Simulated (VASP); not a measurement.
Data:

```
CsI
1.0
    4.28349     0.00000     0.00000
    0.00000     4.28349     0.00000
    0.00000     0.00000     4.28349
Cs I
1 1
Cartesian
  0.00000   0.00000   0.00000
  2.14174   2.14174   2.14174
```

Computed with PBE GGA, VASP's PBE PAW potentials (set 64) (plane waves; VASP). Settings: 500 eV cut-off, 6×6×6 Γ-centred mesh, Gaussian smearing of 0.050 eV, potentials Cs_sv I.

Energy and stress use the plane-wave basis of the starting cell.

Problem. The ions, cell shape and volume at an external pressure of 10.0 GPa are relaxed. Which structure does the run end with?

Solution. 
```
CsI
1.0
    4.11112     0.00000     0.00000
    0.00000     4.11112     0.00000
    0.00000     0.00000     4.11112
Cs I
1 1
Direct
  0.00000   0.00000   0.00000
  0.50000   0.50000   0.50000
```
Space group Pm-3m (221), at a tolerance of 0.03 Å.

Problem. How do energy and volume change from the first to the last step?

Solution. The energy (σ→0) changes by +205.3 meV/atom and the volume by -11.6 %, in 3 ionic steps.

The compound is CsI in the CsCl type structure. This run relaxes it under an external pressure of 10 GPa. Symmetry was kept, so distortions that lower it aren't found.
